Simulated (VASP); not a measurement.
Input of a VASP 6.6.1 run:

Contents of INCAR:

```
ALGO     = Fast           # electronic algorithm
EDIFF    = 1E-6           # SCF threshold, eV
EDIFFG   = -0.04          # ionic threshold
ENCUT    = 600            # plane-wave cutoff, eV
GGA      = PE             # functional
IBRION   = 2              # ionic algorithm
ISIF     = 3              # what is computed and relaxed
ISMEAR   = 0              # smearing method
LASPH    = True           # aspherical terms in the spheres
LCHARG   = False          # write CHGCAR
LREAL    = False          # projectors in reciprocal space
LWAVE    = False          # write WAVECAR
NELM     = 100            # most SCF steps
NSW      = 90             # ionic steps
PREC     = Accurate       # precision mode
SIGMA    = 0.1            # smearing width, eV
```

Contents of KPOINTS:

```
k-points
0
Gamma
  4 4 4
```

Contents of POSCAR:

```
Na6BN
1.0
    0.0000000000      4.5452054300      4.5452054300
    4.5452054300      0.0000000000      4.5452054300
    4.5452054300      4.5452054300      0.0000000000
Na B N
6 1 1
Direct
    0.7456510100      0.2543489900      0.7456510100
    0.2543489900      0.2543489900      0.7456510100
    0.2543489900      0.7456510100      0.2543489900
    0.2543489900      0.7456510100      0.7456510100
    0.7456510100      0.2543489900      0.2543489900
    0.7456510100      0.7456510100      0.2543489900
    0.0000000000      0.0000000000      0.0000000000
    0.5000000000      0.5000000000      0.5000000000
```

Potentials or basis: VASP PAW PBE potentials, release 64 (Na_pv, B, N).

Command:

```console
$ cat potpaw_PBE.64/Na_pv/POTCAR potpaw_PBE.64/B/POTCAR potpaw_PBE.64/N/POTCAR > POTCAR
$ mpirun -np 1 vasp_std > vasp.out
```

(1) What does it give for the relaxed cell?

(2) Predict the relaxed volume.

(3) What does it give for the space group after relaxing (to 0.05 Å)?

(4) What does it give for the band gap on the k mesh?

Results:

(1) a = 7.074 Å, b = 7.074 Å, c = 7.074 Å, α = 60.00°, β = 60.00°, γ = 60.00°.

(2) 31.29 Å³/atom.

(3) Fm-3m (No. 225).

(4) none (metal or under the smearing width).

Caveat: the volume moved by over 15 % at a fixed basis, so the end points are rough.
